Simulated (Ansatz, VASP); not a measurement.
# LiTiH6O2F6: VASP beside Ansatz

The input POSCAR:

```
LiTiH6O2F6
1.0
    6.1359104610      0.0000000000      0.0000000000
   -3.0679552305      5.3138543346      0.0000000000
    0.0000000000      0.0000000000      5.6151890000
Li Ti H O F
1 1 6 2 6
Direct
    0.0000000000      0.0000000000      0.5000000000
    0.0000000000      0.0000000000      0.0000000000
    0.1859310000      0.4931480000      0.2760630000
    0.5068520000      0.6927830000      0.2760630000
    0.4931480000      0.1859310000      0.7239370000
    0.3072170000      0.8140690000      0.2760630000
    0.6927830000      0.5068520000      0.7239370000
    0.8140690000      0.3072170000      0.7239370000
    0.3333333333      0.6666666667      0.3229850000
    0.6666666667      0.3333333333      0.6770150000
    0.2501020000      0.0118600000      0.2341360000
    0.9881400000      0.2382420000      0.2341360000
    0.0118600000      0.2501020000      0.7658640000
    0.7617580000      0.7498980000      0.2341360000
    0.2382420000      0.9881400000      0.7658640000
    0.7498980000      0.7617580000      0.7658640000
```

File INCAR.step1:

```
ALGO = Normal ; EDIFF = 1E-4
ENCUT = 520 ; GGA = PE
ISMEAR = -1 ; ISPIN = 2
LASPH = True ; LCHARG = False
LMAXMIX = 4 ; LREAL = Auto
LWAVE = True ; MAGMOM = 0 1 0 0 0 0 0 0 0 0 0 0 0 0 0 0
NBANDS = 56 ; NELM = 150
PREC = Accurate ; SIGMA = 0.02
```

File INCAR.step2:

```
ALGO = Normal ; EDIFF = 1E-8
ENCUT = 520 ; ISIF = 2
ISMEAR = -1 ; ISPIN = 2
ISTART = 1 ; LASPH = True
LCHARG = False ; LEFG = True
LMAXMIX = 4 ; LMIXTAU = True
LORBIT = 11 ; LREAL = Auto
LWAVE = False ; MAGMOM = 0 1 0 0 0 0 0 0 0 0 0 0 0 0 0 0
METAGGA = R2SCAN ; NBANDS = 56
NELM = 150 ; PREC = Accurate
SIGMA = 0.02
```

KPOINTS

```
k-points
0
Gamma
  5 5 4
```

Input for Ansatz:

```yaml
crystal:
  lattice:
    - [6.135910461, 0.0, 0.0]
    - [-3.0679552305, 5.3138543346, 0.0]
    - [0.0, 0.0, 5.615189]
  atoms:
    - { symbol: Li, position: [0.0, 0.0, 0.5] }
    - { symbol: Ti, position: [0.0, 0.0, 0.0], spin: 1.0 }
    - { symbol: H, position: [0.185931, 0.493148, 0.276063] }
    - { symbol: H, position: [0.506852, 0.692783, 0.276063] }
    - { symbol: H, position: [0.493148, 0.185931, 0.723937] }
    - { symbol: H, position: [0.307217, 0.814069, 0.276063] }
    - { symbol: H, position: [0.692783, 0.506852, 0.723937] }
    - { symbol: H, position: [0.814069, 0.307217, 0.723937] }
    - { symbol: O, position: [0.3333333333, 0.6666666667, 0.322985] }
    - { symbol: O, position: [0.6666666667, 0.3333333333, 0.677015] }
    - { symbol: F, position: [0.250102, 0.01186, 0.234136] }
    - { symbol: F, position: [0.98814, 0.238242, 0.234136] }
    - { symbol: F, position: [0.01186, 0.250102, 0.765864] }
    - { symbol: F, position: [0.761758, 0.749898, 0.234136] }
    - { symbol: F, position: [0.238242, 0.98814, 0.765864] }
    - { symbol: F, position: [0.749898, 0.761758, 0.765864] }
magnetization:
  spin_polarized: true
kpoints:
  mp_grid: { grid: [5, 5, 4] }
scf:
  occupations: { method: fermi_dirac, width: 0.02 }
hamiltonian:
  xc: r2scan
  pseudopotentials: { kind: paw }
output:
  forces: true
  stress: true
  populations: true
  efg:
    quadrupole_moments_barn: { Li: -0.0401, Ti: 0.247, H: 0.00285783, O: -0.02558 }
    contact_densities: true
  write_density: true
  write_potential: true
  elf: true
  volumetric_format: npy
```

Alike in both runs: task electric field gradients; functional r2SCAN; k mesh 5 × 5 × 4; occupations fermi-dirac, width 0.02 eV; collinear spin.

```csv
,VASP,Ansatz
version,VASP 6.6.1,Ansatz 0.2.0
potentials or method,"VASP PAW PBE potentials, release 64 (Li_sv, Ti_sv, H, O, F)","plane-wave PAW, scalar-relativistic"
plane-wave cutoff (eV),520,500
valence electrons in the cell,75,75
```

Ansatz gave:

| Item | Value |
| --- | --- |
| rms of the force components (eV/Å) | 0.177 |
| net moment per atom (μB) | 0.06 |
| size of the moment on the site where the two differ most (μB) | 0.72 |
| Vzz of the field gradient on the site that differs most (V/Å²) | -166.4 |

Task: Which values does VASP return?

Result: rms of the force components (eV/Å): 0.156; net moment per atom (μB): 0.06; size of the moment on the site where the two differ most (μB): 0.90; Vzz of the field gradient on the site that differs most (V/Å²): -143.7.

Site moments also hang on the region over which each program counts them. Atom by atom the forces differ by 0.041 eV/Å (rms over components). Ansatz warned: «stability_check_not_made».

Caveats: the PAW data sets were made with another functional, which shifts forces and pressure a little (VASP). A k mesh can miss the band edges.
